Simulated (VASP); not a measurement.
Method: r2SCAN meta-GGA, VASP's PBE PAW potentials (set 64) (plane waves; VASP).

VASP ran on this input.

POSCAR:
```
MnSi
1.0
  4.4697006746   0.0000000000   0.0000000000
  0.0000000000   4.4697006746   0.0000000000
  0.0000000000   0.0000000000   4.4697006746
Mn Si
4 4
Cart
  3.8574037600   2.8471472519   1.6225534227
  1.6225534227   3.8574037600   2.8471472519
  0.6122969146   0.6122969146   0.6122969146
  2.8471472519   1.6225534227   3.8574037600
  0.6916982757   1.5431520616   2.9265486130
  2.9265486130   0.6916982757   1.5431520616
  3.7780023989   3.7780023989   3.7780023989
  1.5431520616   2.9265486130   0.6916982757
```

### INCAR
```
# general
SYSTEM =MnSi
PREC   =Accurate
ENCUT  =400
LREAL  =.FALSE.
LASPH  =.TRUE.

# electronic loop
EDIFF  =1E-6
NELM   =100
ALGO   =Normal
LMAXMIX=4
LMIXTAU=.TRUE.

# smearing
ISMEAR =1
SIGMA  =0.1

# functional
METAGGA=R2SCAN

# spin
ISPIN  =2
MAGMOM =1.2 1.2 1.2 1.2 0.0 0.0 0.0 0.0

# ions
IBRION =2
NSW    =60
ISIF   =3
EDIFFG =-0.02

# output
LWAVE  =.FALSE.
LCHARG =.FALSE.
LORBIT =10
```

**KPOINTS**
```
kpoints
0
Gamma
  6 6 6
0 0 0
```

POTCAR, in this order: Mn_pv Si (PBE.64 set). Program: vasp_std.

The resulting files:

**OSZICAR**
```
       N       E                     dE             d eps       ncg     rms          rms(c)
DAV:   1     0.702958985855E+03    0.70296E+03   -0.32609E+04  4184   0.167E+03
DAV:   2    -0.514050145594E+02   -0.75436E+03   -0.73149E+03  4056   0.521E+02
DAV:   3    -0.113705391525E+03   -0.62300E+02   -0.60164E+02  4782   0.157E+02
DAV:   4    -0.115539611489E+03   -0.18342E+01   -0.18142E+01  4792   0.270E+01
DAV:   5    -0.115575693540E+03   -0.36082E-01   -0.36038E-01  4774   0.414E+00    0.394E+01
DAV:   6    -0.105820615093E+03    0.97551E+01   -0.21746E+02  4742   0.109E+02    0.286E+01
DAV:   7    -0.965021908441E+02    0.93184E+01   -0.69456E+01  4360   0.611E+01    0.987E+00
DAV:   8    -0.965833403370E+02   -0.81149E-01   -0.28558E+00  4428   0.813E+00    0.411E+00
DAV:   9    -0.966593311470E+02   -0.75991E-01   -0.56067E-01  4300   0.550E+00    0.150E+00
DAV:  10    -0.966819714552E+02   -0.22640E-01   -0.42636E-02  4296   0.131E+00    0.644E-01
DAV:  11    -0.966836867120E+02   -0.17153E-02   -0.64981E-03  4642   0.527E-01    0.251E-01
DAV:  12    -0.966840357240E+02   -0.34901E-03   -0.18692E-03  4146   0.278E-01    0.130E-01
DAV:  13    -0.966845838548E+02   -0.54813E-03   -0.97363E-04  4222   0.211E-01    0.587E-02
DAV:  14    -0.966847022331E+02   -0.11838E-03   -0.23682E-04  4284   0.116E-01    0.122E-02
DAV:  15    -0.966847175907E+02   -0.15358E-04   -0.36323E-05  4370   0.400E-02    0.881E-03
DAV:  16    -0.966847239017E+02   -0.63110E-05   -0.68722E-06  3876   0.195E-02    0.355E-03
DAV:  17    -0.966847250834E+02   -0.11818E-05   -0.99673E-07  2132   0.690E-03    0.156E-03
DAV:  18    -0.966847252912E+02   -0.20777E-06   -0.26829E-07  2108   0.372E-03
   1 F= -.96684725E+02 E0= -.96683233E+02  d E =-.966847E+02  mag=     3.9887
       N       E                     dE             d eps       ncg     rms          rms(c)
DAV:   1    -0.970075605655E+02   -0.32284E+00   -0.50122E+00  4108   0.221E+01    0.551E+00
DAV:   2    -0.969565332945E+02    0.51027E-01   -0.64632E+00  4502   0.186E+01    0.491E+00
DAV:   3    -0.966862805823E+02    0.27025E+00   -0.14512E+00  4488   0.892E+00    0.703E-01
DAV:   4    -0.966860947150E+02    0.18587E-03   -0.60768E-02  4848   0.118E+00    0.535E-01
DAV:   5    -0.966836881993E+02    0.24065E-02   -0.58615E-03  4306   0.601E-01    0.140E-01
DAV:   6    -0.966836527249E+02    0.35474E-04   -0.61516E-04  4866   0.152E-01    0.734E-02
DAV:   7    -0.966836329425E+02    0.19782E-04   -0.95731E-05  4226   0.848E-02    0.297E-02
DAV:   8    -0.966836212742E+02    0.11668E-04   -0.29215E-05  4282   0.367E-02    0.951E-03
DAV:   9    -0.966836241594E+02   -0.28852E-05   -0.30400E-06  3574   0.121E-02    0.390E-03
DAV:  10    -0.966836264659E+02   -0.23065E-05   -0.36948E-07  2104   0.491E-03    0.162E-03
DAV:  11    -0.966836281782E+02   -0.17123E-05   -0.21631E-07  2080   0.281E-03    0.660E-04
DAV:  12    -0.966836281667E+02    0.11491E-07   -0.77521E-08  2070   0.194E-03
   2 F= -.96683628E+02 E0= -.96682352E+02  d E =0.109712E-02  mag=     3.9801
       N       E                     dE             d eps       ncg     rms          rms(c)
DAV:   1    -0.967780092937E+02   -0.94381E-01   -0.14096E+00  4098   0.116E+01    0.291E+00
DAV:   2    -0.967562416588E+02    0.21768E-01   -0.16898E+00  4476   0.954E+00    0.244E+00
DAV:   3    -0.966886777198E+02    0.67564E-01   -0.38112E-01  4474   0.467E+00    0.387E-01
DAV:   4    -0.966886319876E+02    0.45732E-04   -0.13861E-02  4598   0.548E-01    0.268E-01
DAV:   5    -0.966879267533E+02    0.70523E-03   -0.15609E-03  4348   0.321E-01    0.668E-02
DAV:   6    -0.966879565464E+02   -0.29793E-04   -0.12040E-04  4820   0.649E-02    0.445E-02
DAV:   7    -0.966879750107E+02   -0.18464E-04   -0.36476E-05  4156   0.524E-02    0.115E-02
DAV:   8    -0.966879810690E+02   -0.60583E-05   -0.80751E-06  3732   0.230E-02    0.304E-03
DAV:   9    -0.966879790932E+02    0.19758E-05   -0.69932E-07  2106   0.527E-03    0.184E-03
DAV:  10    -0.966879784460E+02    0.64722E-06   -0.23384E-07  2068   0.377E-03
   3 F= -.96687978E+02 E0= -.96686585E+02  d E =-.325315E-02  mag=     3.9847
       N       E                     dE             d eps       ncg     rms          rms(c)
DAV:   1    -0.966880699251E+02   -0.90832E-04   -0.13851E-03  4108   0.365E-01    0.912E-02
DAV:   2    -0.966880444485E+02    0.25477E-04   -0.16804E-03  4478   0.301E-01    0.770E-02
DAV:   3    -0.966879745234E+02    0.69925E-04   -0.37558E-04  4476   0.146E-01    0.119E-02
DAV:   4    -0.966879770508E+02   -0.25273E-05   -0.14298E-05  4134   0.178E-02    0.859E-03
DAV:   5    -0.966879753704E+02    0.16804E-05   -0.14258E-06  2060   0.101E-02    0.195E-03
DAV:   6    -0.966879760472E+02   -0.67683E-06   -0.37222E-07  2040   0.284E-03
   4 F= -.96687976E+02 E0= -.96686579E+02  d E =-.325076E-02  mag=     3.9849
       N       E                     dE             d eps       ncg     rms          rms(c)
DAV:   1    -0.966867080297E+02    0.12673E-02   -0.79969E-02  5280   0.634E+00    0.159E-01
DAV:   2    -0.966883242593E+02   -0.16162E-02   -0.17203E-02  4148   0.929E-01    0.696E-02
DAV:   3    -0.966883574550E+02   -0.33196E-04   -0.53301E-04  4656   0.201E-01    0.478E-02
DAV:   4    -0.966883501673E+02    0.72877E-05   -0.27413E-05  4890   0.418E-02    0.313E-02
DAV:   5    -0.966883432997E+02    0.68676E-05   -0.12927E-05  4950   0.446E-02    0.152E-02
DAV:   6    -0.966883451577E+02   -0.18580E-05   -0.35327E-06  3320   0.162E-02    0.329E-03
DAV:   7    -0.966883458915E+02   -0.73387E-06   -0.36519E-07  2086   0.606E-03
   5 F= -.96688346E+02 E0= -.96686982E+02  d E =-.369844E-03  mag=     3.9852
```

File OUTCAR:
```
------------------------ aborting loop because EDIFF is reached ----------------------------------------
  FORCE on cell =-STRESS in cart. coord.  units (eV):
  Direction    XX          YY          ZZ          XY          YZ          ZX
  --------------------------------------------------------------------------------------
  Total        0.0067522      0.0067522      0.0067522      0.0000000     -0.0000000      0.0000000
  in kB        0.1204079      0.1204079      0.1204079      0.0000000     -0.0000000      0.0000000
  external PRESSURE =       0.1204079 kB  Pullay stress =       0.0000000 kB
  volume of cell :       89.85
      direct lattice vectors                 reciprocal lattice vectors
     4.478847006  0.000000000 -0.000000000     0.223271748 -0.000000000  0.000000000
     0.000000000  4.478847006  0.000000000    -0.000000000  0.223271748 -0.000000000
    -0.000000000  0.000000000  4.478847006     0.000000000 -0.000000000  0.223271748
 POSITION                                       TOTAL-FORCE (eV/Angst)
 -----------------------------------------------------------------------------------
      3.86658      2.85169      1.62716        -0.003109      0.003109     -0.003109
      1.62716      3.86658      2.85169        -0.003109     -0.003109      0.003109
      0.61227      0.61227      0.61227         0.003109      0.003109      0.003109
      2.85169      1.62716      3.86658         0.003109     -0.003109     -0.003109
      0.69049      1.54894      2.92991        -0.001386      0.001386     -0.001386
      2.92991      0.69049      1.54894        -0.001386     -0.001386      0.001386
      3.78836      3.78836      3.78836         0.001386      0.001386      0.001386
      1.54894      2.92991      0.69049         0.001386     -0.001386     -0.001386
 -----------------------------------------------------------------------------------
    total drift:                                0.000002      0.000004      0.000000
  FREE ENERGIE OF THE ION-ELECTRON SYSTEM (eV)
  ---------------------------------------------------
  free  energy   TOTEN  =       -96.6883458915 eV

  energy  without entropy=      -96.6842539157  energy(sigma->0) =      -96.68698190

 total charge

# of ion       s       p       d       tot
------------------------------------------
    1        0.368   6.422   5.294  12.084
    2        0.368   6.422   5.294  12.084
    3        0.368   6.422   5.294  12.084
    4        0.368   6.422   5.294  12.084
    5        0.733   0.933   0.000   1.665
    6        0.733   0.933   0.000   1.665
    7        0.733   0.933   0.000   1.665
    8        0.733   0.933   0.000   1.665
--------------------------------------------------
tot          4.404  29.418  21.175  54.997

 magnetization (x)

# of ion       s       p       d       tot
------------------------------------------
    1       -0.001   0.006   1.116   1.121
    2       -0.001   0.006   1.116   1.121
    3       -0.001   0.006   1.116   1.121
    4       -0.001   0.006   1.116   1.121
    5       -0.019  -0.054   0.000  -0.073
    6       -0.019  -0.054   0.000  -0.073
    7       -0.019  -0.054   0.000  -0.073
    8       -0.019  -0.054   0.000  -0.073
--------------------------------------------------
tot         -0.080  -0.193   4.464   4.191

 reached required accuracy - stopping structural energy minimisation
```
(Selected blocks of OUTCAR.)

**CONTCAR**
```
MnSi
   1.00000000000000
     4.4788470055429617    0.0000000000000000   -0.0000000000000000
     0.0000000000000000    4.4788470055429617    0.0000000000000000
    -0.0000000000000000    0.0000000000000000    4.4788470055429617
  Mn              Si
     4     4
Direct
     0.8632981672474699    0.6367018327525301    0.3632981672474698
     0.3632981672474698    0.8632981672474699    0.6367018327525301
     0.1367018327525302    0.1367018327525302    0.1367018327525302
     0.6367018327525301    0.3632981672474698    0.8632981672474699
     0.1541663826128027    0.3458336173871973    0.6541663826128027
     0.6541663826128027    0.1541663826128027    0.3458336173871973
     0.8458336173871973    0.8458336173871973    0.8458336173871973
     0.3458336173871973    0.6541663826128027    0.1541663826128027
```

The moments were started parallel, and other spin orders were not tried in this run.

The compound is MnSi in the B20 structure. This run relaxes it. Symmetry was kept, so distortions that lower it aren't found. The start is the result of an earlier pass.
